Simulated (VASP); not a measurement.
Computed with PBEsol GGA, VASP's PBE PAW potentials (set 64) (plane waves; VASP).

VASP input:

### KPOINTS
```
Automatic mesh
0
Gamma
6 6 12
0 0 0
```

### INCAR
```
! general
SYSTEM  = Pt3Rh
PREC    = Accurate
ENCUT   = 400
LREAL   = .FALSE.
LASPH   = .TRUE.

! electronic loop
EDIFF   = 1E-6
NELM    = 100
ALGO    = Normal
LMAXMIX = 6

! smearing
ISMEAR  = 1
SIGMA   = 0.1

! functional
GGA     = PS

! ions
IBRION  = 2
NSW     = 60
ISIF    = 3
EDIFFG  = -0.02

! output
LWAVE   = .FALSE.
LCHARG  = .FALSE.
```

POSCAR:
```
Pt3Rh
1.0
  0.0009002364   3.8822303199   3.8808673377
  3.8822303199   0.0009002364   3.8808673377
  1.9415652781   1.9415652781   0.0000000000
Rh Pt
1 3
Cartesian
  0.0000000000   0.0000000000   0.0000000000
  1.9411151600   0.0004501182   1.9404336688
  0.0004501182   1.9411151600   1.9404336688
  1.9415652782   1.9415652782   3.8808673377
```

POTCAR, in this order: Rh_pv Pt (PBE.64 set). Program: vasp_std.

The run wrote:

**OUTCAR**
```
 ion  position               nearest neighbor table
   1  0.000  0.000  0.000-   4 2.74   4 2.74   2 2.74   2 2.74   3 2.74   3 2.74   3 2.74   2 2.74
                             3 2.74   2 2.74
   2  0.000  0.500  0.000-   3 2.74   3 2.74   1 2.74   1 2.74   4 2.74   4 2.74   4 2.74   1 2.74
                             1 2.74   4 2.74
   3  0.500  0.000  0.000-   2 2.74   2 2.74   4 2.74   1 2.74   1 2.74   4 2.74   4 2.74   1 2.74
                             1 2.74   4 2.74
   4  0.500  0.500  0.000-   1 2.74   1 2.74   3 2.74   2 2.74   2 2.74   3 2.74   3 2.74   2 2.74
                             3 2.74   2 2.74
  LATTYP: Found a base centered orthorhombic cell.
 ALAT       =     5.4890296441
 B/A-ratio  =     1.4140449549
 C/A-ratio  =     0.5002319402
 Subroutine PRICEL returns:
 Original cell was already a primitive cell.
 Subroutine GETGRP returns: Found  8 space group operations
The static configuration has the point symmetry D_2h.
The dynamic configuration has the point symmetry D_2h.
 Subroutine INISYM returns: Found  8 space group operations
 Subroutine IBZKPT returns following result:
 Found     88 irreducible k-points:

 Following reciprocal coordinates:
            Coordinates               Weight
  0.000000  0.000000  0.000000      1.000000
  0.166667  0.000000  0.000000      4.000000
  0.333333  0.000000  0.000000      4.000000
  0.500000  0.000000  0.000000      2.000000
  0.166667  0.166667  0.000000      2.000000
  0.333333  0.166667  0.000000      4.000000
  0.500000  0.166667  0.000000      4.000000
 -0.333333  0.166667  0.000000      4.000000
 -0.166667  0.166667  0.000000      2.000000
  0.333333  0.333333  0.000000      2.000000
  0.500000  0.333333  0.000000      4.000000
 -0.333333  0.333333  0.000000      2.000000
  0.500000  0.500000  0.000000      1.000000
  0.000000  0.000000  0.083333      4.000000
  0.166667  0.000000  0.083333      4.000000
  0.333333  0.000000  0.083333      8.000000
...
```

**OSZICAR**
```
       N       E                     dE             d eps       ncg     rms          rms(c)
DAV:   1     0.294824255994E+03    0.29482E+03   -0.21342E+04  5304   0.135E+03
DAV:   2    -0.209633420296E+02   -0.31579E+03   -0.30616E+03  5283   0.368E+02
DAV:   3    -0.310932265391E+02   -0.10130E+02   -0.96707E+01  5255   0.646E+01
DAV:   4    -0.312396174687E+02   -0.14639E+00   -0.14560E+00  5116   0.745E+00
DAV:   5    -0.312419870879E+02   -0.23696E-02   -0.23691E-02  5139   0.962E-01    0.257E+01
DAV:   6    -0.304342585564E+02    0.80773E+00   -0.12759E+01  5218   0.247E+01    0.194E+01
DAV:   7    -0.301357609242E+02    0.29850E+00   -0.21651E+01  5075   0.282E+01    0.123E+01
DAV:   8    -0.290892468937E+02    0.10465E+01   -0.42032E+00  5226   0.163E+01    0.359E+00
DAV:   9    -0.290988677276E+02   -0.96208E-02   -0.26877E-01  5096   0.437E+00    0.255E+00
DAV:  10    -0.290773383897E+02    0.21529E-01   -0.10011E-01  5091   0.287E+00    0.124E+00
DAV:  11    -0.290735062765E+02    0.38321E-02   -0.16988E-02  5036   0.926E-01    0.213E-01
DAV:  12    -0.290733627548E+02    0.14352E-03   -0.50742E-04  5065   0.186E-01    0.111E-01
DAV:  13    -0.290733461541E+02    0.16601E-04   -0.53518E-05  5054   0.518E-02    0.381E-02
DAV:  14    -0.290733431706E+02    0.29835E-05   -0.91455E-06  5084   0.279E-02    0.551E-03
DAV:  15    -0.290733430256E+02    0.14502E-06   -0.77515E-07  2478   0.621E-03
   1 F= -.29073343E+02 E0= -.29074192E+02  d E =-.290733E+02
       N       E                     dE             d eps       ncg     rms          rms(c)
DAV:   1    -0.290803521441E+02   -0.70090E-02   -0.22931E-01  4806   0.359E+00    0.591E-01
DAV:   2    -0.290796422685E+02    0.70988E-03   -0.53739E-02  5098   0.185E+00    0.748E-01
DAV:   3    -0.290743336031E+02    0.53087E-02   -0.36792E-02  5133   0.146E+00    0.267E-01
DAV:   4    -0.290736131442E+02    0.72046E-03   -0.26902E-03  5080   0.402E-01    0.100E-01
DAV:   5    -0.290735716424E+02    0.41502E-04   -0.29547E-04  5100   0.159E-01    0.581E-02
DAV:   6    -0.290735538627E+02    0.17780E-04   -0.99064E-05  5121   0.780E-02    0.161E-02
DAV:   7    -0.290735536843E+02    0.17840E-06   -0.85501E-06  5010   0.213E-02
   2 F= -.29073554E+02 E0= -.29074349E+02  d E =-.210659E-03
       N       E                     dE             d eps       ncg     rms          rms(c)
DAV:   1    -0.290744547215E+02   -0.90086E-03   -0.27322E-02  4794   0.124E+00    0.205E-01
DAV:   2    -0.290743878991E+02    0.66822E-04   -0.64670E-03  5120   0.651E-01    0.255E-01
DAV:   3    -0.290737288486E+02    0.65905E-03   -0.41424E-03  5130   0.502E-01    0.890E-02
DAV:   4    -0.290736448919E+02    0.83957E-04   -0.29728E-04  5062   0.133E-01    0.286E-02
DAV:   5    -0.290736424944E+02    0.23974E-05   -0.28848E-05  5108   0.473E-02    0.197E-02
DAV:   6    -0.290736388979E+02    0.35966E-05   -0.11592E-05  5085   0.294E-02    0.542E-03
DAV:   7    -0.290736386280E+02    0.26989E-06   -0.82809E-07  2433   0.662E-03
   3 F= -.29073639E+02 E0= -.29074455E+02  d E =-.295602E-03
       N       E                     dE             d eps       ncg     rms          rms(c)
DAV:   1    -0.290794406818E+02   -0.58018E-02   -0.19595E-01  4797   0.328E+00    0.558E-01
DAV:   2    -0.290784918202E+02    0.94886E-03   -0.41859E-02  5108   0.169E+00    0.645E-01
DAV:   3    -0.290742242040E+02    0.42676E-02   -0.28811E-02  5117   0.132E+00    0.258E-01
DAV:   4    -0.290736146462E+02    0.60956E-03   -0.26583E-03  5080   0.396E-01    0.903E-02
DAV:   5    -0.290735662932E+02    0.48353E-04   -0.31399E-04  5072   0.161E-01    0.604E-02
DAV:   6    -0.290735465174E+02    0.19776E-04   -0.70963E-05  5086   0.632E-02    0.150E-02
DAV:   7    -0.290735455922E+02    0.92527E-06   -0.59447E-06  4834   0.177E-02
   4 F= -.29073546E+02 E0= -.29074338E+02  d E =0.930358E-04
       N       E                     dE             d eps       ncg     rms          rms(c)
DAV:   1    -0.290757424323E+02   -0.21959E-02   -0.66827E-02  4788   0.191E+00    0.328E-01
DAV:   2    -0.290754394365E+02    0.30300E-03   -0.14381E-02  5089   0.978E-01    0.387E-01
DAV:   3    -0.290739702306E+02    0.14692E-02   -0.10169E-02  5114   0.786E-01    0.153E-01
DAV:   4    -0.290737683955E+02    0.20184E-03   -0.96797E-04  5088   0.241E-01    0.612E-02
DAV:   5    -0.290737423468E+02    0.26049E-04   -0.13253E-04  5053   0.106E-01    0.344E-02
DAV:   6    -0.290737388028E+02    0.35440E-05   -0.26031E-05  5091   0.364E-02    0.886E-03
DAV:   7    -0.290737388979E+02   -0.95142E-07   -0.23561E-06  2663   0.118E-02
   5 F= -.29073739E+02 E0= -.29074545E+02  d E =-.100270E-03
```

**OUTCAR**
```
------------------------ aborting loop because EDIFF is reached ----------------------------------------
  FORCE on cell =-STRESS in cart. coord.  units (eV):
  Direction    XX          YY          ZZ          XY          YZ          ZX
  --------------------------------------------------------------------------------------
  Total        0.0113192      0.0113192     -0.0286479     -0.0138058     -0.0000000     -0.0000000
  in kB        0.3102467      0.3102467     -0.7852108     -0.3784035     -0.0000000     -0.0000000
  external PRESSURE =      -0.0549058 kB  Pullay stress =       0.0000000 kB
  volume of cell :       58.45
      direct lattice vectors                 reciprocal lattice vectors
     0.008092216  3.884024598  3.874854751    -0.129001218  0.129001218  0.129037095
     3.884024598  0.008092216  3.874854751     0.129001218 -0.129001218  0.129037095
     1.946058407  1.946058407 -0.000000000     0.256929596  0.256929596 -0.258074190
 POSITION                                       TOTAL-FORCE (eV/Angst)
 -----------------------------------------------------------------------------------
      0.00000      0.00000      0.00000        -0.000000      0.000000     -0.000000
      1.94201      0.00405      1.93743         0.000000     -0.000000     -0.000000
      0.00405      1.94201      1.93743         0.000000     -0.000000     -0.000000
      1.94606      1.94606      3.87485         0.000000     -0.000000      0.000000
 -----------------------------------------------------------------------------------
    total drift:                               -0.000000     -0.000000      0.000000
  FREE ENERGIE OF THE ION-ELECTRON SYSTEM (eV)
  ---------------------------------------------------
  free  energy   TOTEN  =       -29.0737388979 eV

  energy  without entropy=      -29.0761563473  energy(sigma->0) =      -29.07454471

 reached required accuracy - stopping structural energy minimisation
```
(Selected blocks of OUTCAR.)

CONTCAR:
```
Pt3Rh
   1.00000000000000
     0.0080922160478085    3.8840245982238284    3.8748547509301652
     3.8840245982238284    0.0080922160478084    3.8748547509301652
     1.9460584070857805    1.9460584070857805   -0.0000000000000776
  Rh              Pt
     1     3
Direct
     0.0000000000000000    0.0000000000000000    0.0000000000000000
     0.0000000000000000    0.5000000000000000    0.0000000000000000
     0.5000000000000000    0.0000000000000000    0.0000000000000000
     0.5000000000000000    0.5000000000000000    0.0000000000000000
```

The structure was generated: Pt3Rh was put into an ordered model structure (Cmmm), which need not be its known phase. This run relaxes it. Symmetry was kept, so distortions that lower it aren't found. The start is the result of an earlier pass. The electron count is odd and the run is not spin-polarised, which forces a metal.
